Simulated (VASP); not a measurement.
An input for Quantum ESPRESSO's pw.x (written as the equivalent of a VASP run, and not itself run):

```
&CONTROL
  calculation = 'vc-relax'
  pseudo_dir = './pseudo'
  outdir = './out'
  tprnfor = .true.
  tstress = .true.
  nstep = 40
  forc_conv_thr = 0.00078
/
&SYSTEM
  ibrav = 0
  nat = 2
  ntyp = 2
  ecutwfc = 84
  occupations = 'smearing'
  smearing = 'gaussian'
  degauss = 0.003675
  input_dft = 'pbesol'
/
&ELECTRONS
  conv_thr = 7.3e-08
  electron_maxstep = 100
/
&IONS
/
&CELL
  press = 50
/
ATOMIC_SPECIES
  Mg 24.305 Mg.upf
  S 32.060 S.upf
CELL_PARAMETERS angstrom
     0.0000000    2.7559427    2.7559427
     2.7559427    0.0000000    2.7559427
     2.7559427    2.7559427    0.0000000
ATOMIC_POSITIONS crystal
  Mg   0.0000000  0.0000000  0.0000000
  S    0.2500000  0.2500000  0.2500000
K_POINTS automatic
  8 8 8 0 0 0
```

Q: Translate this input to VASP (INCAR, KPOINTS, POSCAR, choice of POTCAR).

A: This is not unique; one that fits is 
### INCAR
```
SYSTEM=MgS
PREC=Accurate; ENCUT=500; LREAL=.False.
LASPH=.True.
EDIFF=1E-6; NELM=100; ALGO=Normal
ISMEAR=0; SIGMA=0.05
GGA=PS
IBRION=2; NSW=40; ISIF=3
EDIFFG=-0.02; PSTRESS=50
LWAVE=.False.; LCHARG=.False.
```

**POSCAR**
```
MgS
1.0
  0.0000000000   2.7559426538   2.7559426538
  2.7559426538   0.0000000000   2.7559426538
  2.7559426538   2.7559426538   0.0000000000
Mg S
1 1
Direct
  0.0000000000   0.0000000000   0.0000000000
  0.2500000000   0.2500000000   0.2500000000
```

**KPOINTS**
```
Regular mesh
0
gamma
  8 8 8
```

POTCAR, in this order: Mg S (PBE.64 set). Program: vasp_std.

The two are equivalent in intent, not identical: the potentials are each code's own (VASP's PAW set, PseudoDojo norm-conserving files in pw.x), so ENCUT and ecutwfc are chosen apart and not converted; conv_thr bounds pw.x's estimated SCF error, while EDIFF bounds the energy change between steps; forc_conv_thr acts on force components and is met together with etot_conv_thr.

The structure was generated: MgS was put into the zinc blende type (F-43m), which need not be its known phase. It was relaxed first under an external pressure of 5 GPa.
